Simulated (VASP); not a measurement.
Si (diamond) at five volumes. Calculation: RPA correlation on PBE orbitals, VASP's PBE PAW potentials (set 64) (plane waves; VASP). Numerical set-up: 350 eV cut-off, 4×4×4 Γ-centred mesh, Gaussian smearing of 0.010 eV, potentials Si_GW.

The mesh is coarse, so the correlation energy is not converged in k-points.

| V (Å³/atom) | EXX (eV/atom) | RPA correlation (eV/atom) |
|---|---|---|
| 18.422 | -9.1730 | -6.2127 |
| 19.223 | -9.2337 | -6.1887 |
| 20.024 | -9.2648 | -6.1702 |
| 20.825 | -9.2716 | -6.1567 |
| 21.626 | -9.2581 | -6.1476 |

### Question
Add the two parts and fit a third-order Birch-Murnaghan equation of state.

### Answer
The totals are -15.3857, -15.4225, -15.4350, -15.4282, -15.4057 eV/atom, with V0 = 20.12 Å³/atom and B0 = 95 GPa.

The compound is Si in the diamond structure.
